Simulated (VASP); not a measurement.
Calculation: PBEsol GGA, VASP's PBE PAW potentials (set 64) (plane waves; VASP 6.6.1).

A VASP calculation is set up with these files.

File KPOINTS:
```
Automatic
0
Gamma
  6 4 1
0 0 0
```

### POSCAR
```
Rb(211) slab
1
    4.8292434912     0.0000000000     0.0000000000
    0.0000000000     7.8861212105     0.0000000000
    0.0000000000     0.0000000000    23.9105222918
Rb
4
Direct
  0.4556932868   0.7500000000   0.3711119081
  0.8894386017   0.2500000000   0.4419261337
  0.1105613983   0.7500000000   0.5580738663
  0.5443067132   0.2500000000   0.6288880919
```

INCAR:
```
SYSTEM = Rb(211) slab
PREC = Normal
ENCUT = 400
EDIFF = 1E-6
NELM = 100
ALGO = Normal
LREAL = .FALSE.
LASPH = .TRUE.
ISMEAR = 1
SIGMA = 0.1
GGA = PS
LMAXMIX = 4
LWAVE = .FALSE.
LCHARG = .FALSE.
NELMIN = 4
LDIPOL = .TRUE.
IDIPOL = 3
DIPOL = 0.5 0.5 0.5
LVHAR = .TRUE.
LORBIT = 11
```

POTCAR, in this order: Rb_sv (PBE.64 set). Program: vasp_std. Read from the step before: WAVECAR.

Problem. Predict the energy per atom (σ→0), band gap (on the k-mesh).

Solution. 
energy per atom (σ→0): -0.894 eV/atom
band gap (on the k-mesh): none (metal, semimetal or under 0.01 eV)

**OSZICAR**
```
       N       E                     dE             d eps       ncg     rms          rms(c)
DAV:   1    -0.357937063298E+01   -0.35794E+01   -0.38310E-06   366   0.653E-03    0.676E-04
DAV:   2    -0.357937064742E+01   -0.14440E-07   -0.20327E-07   384   0.241E-03    0.453E-04
DAV:   3    -0.357937067119E+01   -0.23770E-07   -0.87259E-08   336   0.169E-03    0.145E-04
DAV:   4    -0.357937067179E+01   -0.59981E-09   -0.12913E-08   330   0.721E-04
   1 F= -.35793707E+01 E0= -.35775363E+01  d E =-.550299E-02
```

The cell is a thin slab with vacuum, built from Rb (bcc): (211) face.
